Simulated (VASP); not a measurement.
Data:

```yaml
crystal:
  lattice:
    - [3.21167, 0.00000, 0.00000]
    - [-1.60583, 2.78139, 0.00000]
    - [0.00000, 0.00000, 5.20547]
  atoms:
    - { symbol: Mg, position: [0.33333, 0.66667, 0.25000] }
    - { symbol: Mg, position: [0.66667, 0.33333, 0.75000] }
```

The numbers are results of PBE GGA, VASP's PBE PAW potentials (set 64) (plane waves; VASP), not measurements. Settings: 300 eV cut-off, 12×12×7 Γ-centred mesh, Gaussian smearing of 0.10 eV, potentials Mg.

Question: Give the energies of bands 1 to 5 at the high-symmetry points, in eV from the Fermi level.

Answer: 
```json
[
 {"band": "1", "Γ": "-6.82", "M": "-2.07", "K": "-0.55", "A": "-5.43", "L": "-1.03", "H": "0.26"},
 {"band": "2", "Γ": "-1.59", "M": "-2.06", "K": "-0.54", "A": "-5.43", "L": "-1.03", "H": "0.26"},
 {"band": "3", "Γ": "-1.17", "M": "2.70", "K": "-0.54", "A": "5.08", "L": "-0.39", "H": "0.74"},
 {"band": "4", "Γ": "10.91", "M": "3.08", "K": "4.17", "A": "5.08", "L": "-0.39", "H": "0.74"},
 {"band": "5", "Γ": "10.91", "M": "3.31", "K": "4.17", "A": "11.66", "L": "8.03", "H": "1.57"}
]
```

It has no gap at this level: it comes out as a metal or semimetal.

The structure comes from a computed database's Mg entry; how it stands against other phases isn't given here. The cell was not relaxed at this level.
